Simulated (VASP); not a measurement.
# Zr (Zirconium) with r2SCAN: from relaxation to properties, part 4 of 5

How well does r2SCAN reproduce what experiment finds for Zr (Zirconium)? The cell is relaxed first, and properties follow on it. Left out of this account: 1 further run (core levels: core levels are not valid at this level). The start is a cell from a database of measured crystal structures.

VASP 6.6.1, plane waves and PAW; the level of theory is named at each step.

Still holding for the runs below: The k-mesh is coarse for a metal.

So far. Step 9 (Volume scan with r2SCAN (run 4)): The pressure falls from 2.07 to 0.04 GPa. Step 9 (Volume scan with r2SCAN (run 4)): The run ends at a pressure of 0.04 GPa.

## Step 10: Volume scan with r2SCAN (run 5)

Level of this step: r2SCAN; plane waves and PAW (Zr_sv) (VASP).

File INCAR:

```
SYSTEM = Zr
PREC = Accurate
ENCUT = 400
EDIFF = 1E-06
NELM = 100
ISMEAR = 1
SIGMA = 0.2
LREAL = .FALSE.
ALGO = Normal
METAGGA = R2SCAN
LASPH = .TRUE.
NBANDS = 18
LORBIT = 11
LWAVE = .FALSE.
LCHARG = .FALSE.
KPAR = 2
ISIF = 2
```

File POSCAR:

```
Zr
1.0
    3.2593371470      0.0000000000      0.0000000000
   -1.6296685735      2.8226687687      0.0000000000
    0.0000000000      0.0000000000      5.1935924673
Zr
2
Direct
    0.3333333333      0.6666666667      0.2500000000
    0.6666666667      0.3333333333      0.7500000000
```

File KPOINTS:

```
Automatic mesh
0
Gamma
9 9 5
0 0 0
```

Potentials, in the order of the species: Zr_sv (PBE family, release 64).

Launch:

```bash
mpirun -np 2 vasp_std
```

The program printed:

```text
[... set-up lines as in an earlier step ...]
 entering main loop
       N       E                     dE             d eps       ncg     rms          rms(c)
DAV:   1     0.146155025518E+03    0.14616E+03   -0.12022E+04  1296   0.112E+03
DAV:   2    -0.423200761129E+02   -0.18848E+03   -0.18572E+03  1576   0.353E+02
DAV:   3    -0.584117893698E+02   -0.16092E+02   -0.16003E+02  2404   0.669E+01
DAV:   4    -0.589085370389E+02   -0.49675E+00   -0.49614E+00  1572   0.125E+01
[...]
DAV:  11    -0.455018761760E+02   -0.77348E-05   -0.59934E-04  2040   0.165E-01    0.313E-02
DAV:  12    -0.455018756279E+02    0.54808E-06   -0.25657E-05  1566   0.442E-02    0.105E-02
DAV:  13    -0.455018765187E+02   -0.89087E-06   -0.83567E-07  1116   0.650E-03
   1 F= -.45501877E+02 E0= -.45503698E+02  d E =0.546540E-02
```

Elapsed: 70 s, on 2 MPI ranks of AMD EPYC 7R43, shared host; peak memory 0.24 GiB; 2.3 min of CPU time.

Parts of OUTCAR (step 10):

```text
  Total       -0.5280194     -0.5280194     -0.5779747      0.0000000      0.0000000      0.0000000
  in kB      -17.7053042    -17.7053042    -19.3803825      0.0000000      0.0000000      0.0000000
  external PRESSURE =     -18.2636637 kB  Pullay stress =       0.0000000 kB

 POSITION                                       TOTAL-FORCE (eV/Angst)
 -----------------------------------------------------------------------------------
     -0.00000      1.88178      1.29840         0.000000     -0.000000      0.000000
      1.62967      0.94089      3.89519        -0.000000      0.000000      0.000000
 -----------------------------------------------------------------------------------
    total drift:                               -0.000000      0.000000     -0.000000

  FREE ENERGIE OF THE ION-ELECTRON SYSTEM (eV)
  ---------------------------------------------------
  free  energy   TOTEN  =       -45.5018765187 eV

  energy  without entropy=      -45.5073419237  energy(sigma->0) =      -45.50369832

[... 1 part as in an earlier step ...]

[... 2 further parts left out ...]
[key lines of the parts left out:]
E-fermi :   8.7846
```

The pressure falls from 0.04 to -1.83 GPa.

The run ends at a pressure of -1.83 GPa.

## Step 11: Volume scan with r2SCAN (run 6)

INCAR is that of step 10.

File POSCAR:

```
Zr
1.0
    3.2805022669      0.0000000000      0.0000000000
   -1.6402511335      2.8409983003      0.0000000000
    0.0000000000      0.0000000000      5.2273180387
Zr
2
Direct
    0.3333333333      0.6666666667      0.2500000000
    0.6666666667      0.3333333333      0.7500000000
```

KPOINTS is that of step 10.

Launch:

```bash
mpirun -np 2 vasp_std
```

The program printed:

```text
[... set-up lines as in an earlier step ...]
 entering main loop
       N       E                     dE             d eps       ncg     rms          rms(c)
DAV:   1     0.147507294381E+03    0.14751E+03   -0.12129E+04  1320   0.111E+03
DAV:   2    -0.411624626261E+02   -0.18867E+03   -0.18582E+03  1564   0.350E+02
DAV:   3    -0.585464040295E+02   -0.17384E+02   -0.17253E+02  2464   0.679E+01
DAV:   4    -0.588923032679E+02   -0.34590E+00   -0.34546E+00  1538   0.118E+01
[...]
DAV:  11    -0.454873980734E+02   -0.64919E-05   -0.58095E-04  1986   0.163E-01    0.307E-02
DAV:  12    -0.454873982297E+02   -0.15638E-06   -0.24983E-05  1548   0.438E-02    0.101E-02
DAV:  13    -0.454873991195E+02   -0.88982E-06   -0.82849E-07  1100   0.690E-03
   1 F= -.45487399E+02 E0= -.45489480E+02  d E =0.624338E-02
```

Run time: 75 s. Hardware: 2 MPI ranks; peak memory 0.25 GiB.

OUTCAR, selected parts (step 11):

```text
  Total       -1.0380259     -1.0380259     -1.1523465      0.0000000      0.0000000      0.0000000
  in kB      -34.1372509    -34.1372509    -37.8968792      0.0000000      0.0000000      0.0000000
  external PRESSURE =     -35.3904603 kB  Pullay stress =       0.0000000 kB

 POSITION                                       TOTAL-FORCE (eV/Angst)
 -----------------------------------------------------------------------------------
     -0.00000      1.89400      1.30683         0.000000      0.000000      0.000000
      1.64025      0.94700      3.92049        -0.000000     -0.000000      0.000000
 -----------------------------------------------------------------------------------
    total drift:                                0.000000     -0.000000      0.000000

  FREE ENERGIE OF THE ION-ELECTRON SYSTEM (eV)
  ---------------------------------------------------
  free  energy   TOTEN  =       -45.4873991195 eV

  energy  without entropy=      -45.4936425008  energy(sigma->0) =      -45.48948025

[... 1 part as in an earlier step ...]

[... 2 further parts left out ...]
[key lines of the parts left out:]
E-fermi :   8.5722
```

The pressure falls from -1.83 to -3.54 GPa.

The run ends at a pressure of -3.54 GPa.

## Step 12: Volume scan with r2SCAN (run 7)

A prediction first. A parabola through the 6 pressures of evenly scaled cells so far, P = 0.04 -97.4 t +160 t² GPa with t = ln(V/V₁) and V₁ the volume at scale 1, gives -5.10 GPa at t = +0.0583.

INCAR is that of step 11.

File POSCAR:

```
Zr
1.0
    3.3013977492      0.0000000000      0.0000000000
   -1.6506988746      2.8590943187      0.0000000000
    0.0000000000      0.0000000000      5.2606139558
Zr
2
Direct
    0.3333333333      0.6666666667      0.2500000000
    0.6666666667      0.3333333333      0.7500000000
```

KPOINTS is that of step 11.

Launch:

```bash
mpirun -np 2 vasp_std
```

The program printed:

```text
[... set-up lines as in an earlier step ...]
 entering main loop
       N       E                     dE             d eps       ncg     rms          rms(c)
DAV:   1     0.148104296049E+03    0.14810E+03   -0.12147E+04  1312   0.112E+03
DAV:   2    -0.414937492787E+02   -0.18960E+03   -0.18662E+03  1572   0.350E+02
DAV:   3    -0.585137785532E+02   -0.17020E+02   -0.16701E+02  2446   0.662E+01
DAV:   4    -0.588576192499E+02   -0.34384E+00   -0.34359E+00  1532   0.116E+01
[...]
DAV:  11    -0.454631942700E+02    0.14214E-06   -0.50232E-04  2018   0.148E-01    0.284E-02
DAV:  12    -0.454631944865E+02   -0.21652E-06   -0.21510E-05  1472   0.417E-02    0.853E-03
DAV:  13    -0.454631953213E+02   -0.83480E-06   -0.74363E-07  1110   0.619E-03
   1 F= -.45463195E+02 E0= -.45465486E+02  d E =0.687224E-02
```

It took 83 s on 2 MPI ranks; peak memory 0.25 GiB.

Parts of OUTCAR (step 12):

```text
  Total       -1.5260077     -1.5260077     -1.6998554      0.0000000      0.0000000      0.0000000
  in kB      -49.2384698    -49.2384698    -54.8478724      0.0000000      0.0000000      0.0000000
  external PRESSURE =     -51.1082707 kB  Pullay stress =       0.0000000 kB

 POSITION                                       TOTAL-FORCE (eV/Angst)
 -----------------------------------------------------------------------------------
     -0.00000      1.90606      1.31515         0.000000      0.000000      0.000000
      1.65070      0.95303      3.94546        -0.000000      0.000000      0.000000
 -----------------------------------------------------------------------------------
    total drift:                                0.000000     -0.000000      0.000000

  FREE ENERGIE OF THE ION-ELECTRON SYSTEM (eV)
  ---------------------------------------------------
  free  energy   TOTEN  =       -45.4631953213 eV

  energy  without entropy=      -45.4700675660  energy(sigma->0) =      -45.46548607

[... 1 part as in an earlier step ...]

[... 2 further parts left out ...]
[key lines of the parts left out:]
E-fermi :   8.3667
```

The pressure falls from -3.54 to -5.11 GPa. The parabola predicted -5.10 GPa, +0.02 GPa off.

## Step 13: Side by side

Times are for 2 MPI ranks of AMD EPYC 7R43, shared host. The series side by side:

```
no.  volume scale  energy above the lowest point (meV/atom)  pressure (GPa)  time  memory (GiB)
  1          0.94                                      30.7           6.678  72 s          0.24
  2          0.96                                     13.92           4.276  69 s          0.25
  3          0.98                                      3.88           2.067  79 s          0.25
  4             1                                         0         0.04152  80 s          0.25
  5          1.02                                      1.89          -1.826  70 s          0.24
  6          1.04                                         9          -3.539  75 s          0.25
  7          1.06                                        21          -5.111  83 s          0.25
```

## Step 14: Fit for r2SCAN

This step: Birch-Murnaghan fit, r2SCAN; plane waves and PAW (VASP 6.6.1).

No new run; the numbers come from the runs before.

This step gave:

```
pressure derivative of the bulk modulus : 3.077
r.m.s. error of the fit                 : 9.65e-6 eV/atom
minimum inside the sampled range        : yes
bulk modulus                            : 96.71 GPa
equilibrium volume of the fit           : 23.50 Å³/atom
```

The energy above the fitted minimum by volume:

```
volume (Å³/atom)  energy above the fitted minimum (eV/atom)
           22.02                                     0.0308
           22.49                                     0.0140
           22.95                                    0.00394
           23.42                                     5.9e-5
           23.89                                    0.00195
           24.36                                    0.00906
           24.83                                     0.0211
```

The fitted volume lies +0.32 % from the relaxed one. At a finite cutoff and mesh the minimum of the energy and the zero of the stress don't quite coincide, and the relaxation stops at a threshold.

## Step 15: Band structure (r2SCAN + SOC)

This step: r2SCAN, spin-orbit coupling; plane waves and PAW (Zr_sv) (VASP 6.6.1).

Levels along the symmetry lines show where the bands peak and cross; KPOINTS_OPT computes them in the converged potential. Spin-orbit coupling needs spinors and the noncollinear program, where each band holds one electron.

Edit INCAR of step 12 so:

```diff
@@ -11,3 +11,8 @@
 LASPH = .TRUE.
-NBANDS = 18
+LNONCOLLINEAR = .TRUE.
+MAGMOM = 0 0 0 0 0 0
+NBANDS = 36
+GGA_COMPAT = .FALSE.
+LSORBIT = .TRUE.
+LMAXMIX = 4
 LORBIT = 11
@@ -16,2 +21 @@
 KPAR = 2
-ISIF = 2
```

File POSCAR:

```
Zr
1.0
    3.2378935186      0.0000000000      0.0000000000
   -1.6189467593      2.8040980418      0.0000000000
    0.0000000000      0.0000000000      5.1594231066
Zr
2
Direct
    0.3333333333      0.6666666667      0.2500000000
    0.6666666667      0.3333333333      0.7500000000
```

File KPOINTS:

```
Automatic mesh
0
Gamma
8 8 4
0 0 0
```

File KPOINTS_OPT:

```
Line mode
16
Line-mode
Reciprocal
  0.00000000   0.00000000   0.00000000 GAMMA
  0.50000000   0.00000000   0.00000000 M

  0.50000000   0.00000000   0.00000000 M
  0.33333333   0.33333333   0.00000000 K

  0.33333333   0.33333333   0.00000000 K
  0.00000000   0.00000000   0.00000000 GAMMA

  0.00000000   0.00000000   0.00000000 GAMMA
  0.00000000   0.00000000   0.50000000 A

  0.00000000   0.00000000   0.50000000 A
  0.50000000   0.00000000   0.50000000 L

  0.50000000   0.00000000   0.50000000 L
  0.33333333   0.33333333   0.50000000 H

  0.33333333   0.33333333   0.50000000 H
  0.00000000   0.00000000   0.50000000 A

  0.50000000   0.00000000   0.50000000 L
  0.50000000   0.00000000   0.00000000 M

  0.33333333   0.33333333   0.00000000 K
  0.33333333   0.33333333   0.50000000 H
```

Launch:

```bash
mpirun -np 2 vasp_ncl
```

The program printed:

```text
[... set-up lines as in an earlier step ...]
 entering main loop
       N       E                     dE             d eps       ncg     rms          rms(c)
DAV:   1     0.175526817343E+03    0.17553E+03   -0.11264E+04  2192   0.113E+03
DAV:   2    -0.379226412355E+02   -0.21345E+03   -0.20517E+03  2608   0.378E+02
DAV:   3    -0.580438840447E+02   -0.20121E+02   -0.19520E+02  3648   0.741E+01
DAV:   4    -0.590334841459E+02   -0.98960E+00   -0.98561E+00  2992   0.191E+01
DAV:   5    -0.590811887485E+02   -0.47705E-01   -0.47676E-01  3164   0.294E+00    0.178E+01
DAV:   6    -0.457042167457E+02    0.13377E+02   -0.12654E+01  2756   0.204E+01    0.425E+00
DAV:   7    -0.456278077805E+02    0.76409E-01   -0.34218E-01  2532   0.470E+00    0.142E+00
DAV:   8    -0.456430865386E+02   -0.15279E-01   -0.16005E-01  3060   0.294E+00    0.947E-01
DAV:   9    -0.456494521614E+02   -0.63656E-02   -0.11470E-02  3216   0.667E-01    0.505E-01
DAV:  10    -0.456535622223E+02   -0.41101E-02   -0.48717E-03  2292   0.704E-01    0.218E-01
DAV:  11    -0.456533285636E+02    0.23366E-03   -0.81282E-04  2492   0.239E-01    0.317E-02
DAV:  12    -0.456533199805E+02    0.85831E-05   -0.17749E-04  3076   0.103E-01    0.367E-02
DAV:  13    -0.456533200195E+02   -0.38951E-07   -0.19009E-05  2756   0.363E-02    0.704E-03
DAV:  14    -0.456533212267E+02   -0.12072E-05   -0.72263E-07  1708   0.710E-03    0.354E-03
DAV:  15    -0.456533228109E+02   -0.15842E-05   -0.33538E-07  1260   0.550E-03    0.314E-04
DAV:  16    -0.456533228367E+02   -0.25784E-07   -0.10988E-07  1216   0.268E-03
   1 F= -.45653323E+02 E0= -.45657283E+02  d E =0.118800E-01  mag=    -0.0000    -0.0000    -0.0000
 Start KPOINTS_OPT (optional k-point list driver)
k-point batch [1-30\144]
       N       E                     dE             ncg
DAV:   1    -0.291987899714E+04   -0.19491E+05     2168
DAV:   2    -0.951415144790E+04   -0.65943E+04     2568
DAV:   3    -0.100253529991E+05   -0.51120E+03     3476
DAV:   4    -0.100543308580E+05   -0.28978E+02     3016
DAV:   5    -0.100558892791E+05   -0.15584E+01     3212
DAV:   6    -0.100559103646E+05   -0.21086E-01     3044
DAV:   7    -0.100559110013E+05   -0.63666E-03     2980
DAV:   8    -0.100559110176E+05   -0.16275E-04     2512
DAV:   9    -0.100559110180E+05   -0.42057E-06     1936
[...]
k-point batch [121-144\144]
       N       E                     dE             ncg
DAV:   1     0.210466000724E+04   -0.22770E+05     1760
DAV:   2    -0.283697307690E+04   -0.49416E+04     1932
DAV:   3    -0.323108763698E+04   -0.39411E+03     2712
DAV:   4    -0.325801962649E+04   -0.26932E+02     2504
DAV:   5    -0.325937269626E+04   -0.13531E+01     2508
DAV:   6    -0.325940082818E+04   -0.28132E-01     2520
DAV:   7    -0.325940170466E+04   -0.87648E-03     2380
DAV:   8    -0.325940173649E+04   -0.31826E-04     2104
DAV:   9    -0.325940173776E+04   -0.12705E-05     1632
DAV:  10    -0.325940173785E+04   -0.90769E-07     1352
```

Elapsed: 29 min, on 2 MPI ranks; peak memory 0.56 GiB; 59 min of CPU time.

From OUTCAR (step 15):

```text
   k-points           NKPTS =     30   k-points in BZ     NKDIM =     30   number of bands    NBANDS=     36

   NELECT =      24.0000    total number of electrons

 E-fermi :   9.0648

 k-point     1 :       0.0000    0.0000    0.0000
  band No.  band energies     occupation
    ...
     16     -17.8187      1.00000
     17       2.9748      1.00000
     18       2.9748      1.00000
     19       5.7877      1.00000
     20       5.7877      1.00000
     21       9.8979     -0.00000
     22       9.8979     -0.00000
     23       9.9773     -0.00000
     24       9.9773     -0.00000
     25       9.9989     -0.00000
    ...

  Total        0.1198163      0.1198163     -0.1461821      0.0000000      0.0000000      0.0000000
  in kB        4.0979771      4.0979771     -4.9997464      0.0000000      0.0000000      0.0000000
  external PRESSURE =       1.0654026 kB  Pullay stress =       0.0000000 kB

  FREE ENERGIE OF THE ION-ELECTRON SYSTEM (eV)
  ---------------------------------------------------
  free  energy   TOTEN  =       -45.6533228367 eV

  energy  without entropy=      -45.6652027946  energy(sigma->0) =      -45.65728282

 Spin-Orbit-Coupling matrix elements
 Ion:    1  E_soc:     -0.1359231
 Ion:    2  E_soc:     -0.1359231

 magnetization (x)
# of ion       s       p       d       tot
------------------------------------------
    1        0.000   0.000   0.000   0.000
    2        0.000   0.000   0.000   0.000
--------------------------------------------------
tot          0.000   0.000   0.000   0.000

 magnetization (y)
# of ion       s       p       d       tot
------------------------------------------
    1       -0.000  -0.000   0.000  -0.000
    2       -0.000   0.000   0.000   0.000
--------------------------------------------------
tot         -0.000  -0.000   0.000   0.000

 magnetization (z)
# of ion       s       p       d       tot
------------------------------------------
    1        0.000   0.000   0.000   0.000
    2        0.000   0.000   0.000   0.000
--------------------------------------------------
tot          0.000   0.000   0.000   0.000

[... 8 parts as in an earlier step ...]

[... 9 further parts left out ...]
```

This step gave:

| Quantity | Value |
| --- | --- |
| SCF cycles | 16 |
| bands | 36 |
| irreducible k-points | 30 |
| free energy (TOTEN) | -45.65 eV |
| energy at zero smearing | -45.66 eV |
| Fermi energy | 9.065 eV |
| pressure | 0.1065 GPa |

On-site spin-orbit energy by atom:

```
atom  on-site spin-orbit energy (eV)
 Zr1                          -0.136
 Zr2                          -0.136
```

The electronic bands at the labelled points (eV, zero at the Fermi level; # counts the bands kept):

```
          point     #5     #6     #7     #8     #9    #10    #11    #12
              Γ   0.83   0.83   0.91   0.91   0.93   0.93   1.03   1.03
0.53 of the way  -1.23  -1.23  -0.69  -0.69   0.72   0.72   1.19   1.19
              M  -2.33  -2.33  -0.47  -0.47   0.60   0.60   0.75   0.75
0.47 of the way  -2.27  -2.27  -0.80  -0.80   0.33   0.33   0.61   0.61
              K  -1.55  -1.55  -1.34  -1.34   0.22   0.22   0.26   0.26
0.53 of the way  -1.18  -1.18  -1.00  -1.00   0.68   0.68   0.75   0.75
              Γ   0.83   0.83   0.91   0.91   0.93   0.93   1.03   1.03
0.47 of the way   0.26   0.26   0.66   0.66   0.69   0.69   0.77   0.77
              A  -0.08  -0.08  -0.08  -0.08   0.76   0.76   0.76   0.76
0.53 of the way  -0.90  -0.90  -0.90  -0.90   0.41   0.41   0.41   0.41
              L  -1.17  -1.17  -1.17  -1.17   1.47   1.47   1.47   1.47
0.47 of the way  -0.93  -0.93  -0.91  -0.91   0.26   0.26   0.29   0.29
              H  -1.50  -1.50  -1.44  -1.44  -0.26  -0.26  -0.20  -0.20
0.47 of the way  -0.87  -0.87  -0.85  -0.85   0.01   0.01   0.04   0.04
              A  -0.08  -0.08  -0.08  -0.08   0.76   0.76   0.76   0.76
      jump to L  -1.17  -1.17  -1.17  -1.17   1.47   1.47   1.47   1.47
0.47 of the way  -1.35  -1.35  -1.25  -1.25   1.04   1.04   1.14   1.14
              M  -2.33  -2.33  -0.47  -0.47   0.60   0.60   0.75   0.75
      jump to K  -1.55  -1.55  -1.34  -1.34   0.22   0.22   0.26   0.26
0.53 of the way  -1.53  -1.53  -1.32  -1.32  -0.06  -0.06  -0.02  -0.02
              H  -1.50  -1.50  -1.44  -1.44  -0.26  -0.26  -0.20  -0.20
```

There is no gap at this level.

Of the bands kept, 8 cross the Fermi level on this path (spinor bands, one electron each).

[end of part 4 of 5]

[Lines on the potential files, build, host, timing and source positions are cut from VASP's logs without a mark.]

[Logs are printed without paths, hosts, clocks, repeated set-up lines and the standing remarks that a program may print on its own settings, such as how far it seeks lower states.]

[Hosts, paths, dates, database ids (printed as entryN), source tags and the programs' standing remarks are cut or masked in the printed files.]

[A measured line is paired with the nearest computed mode of its activity, which favours agreement.]
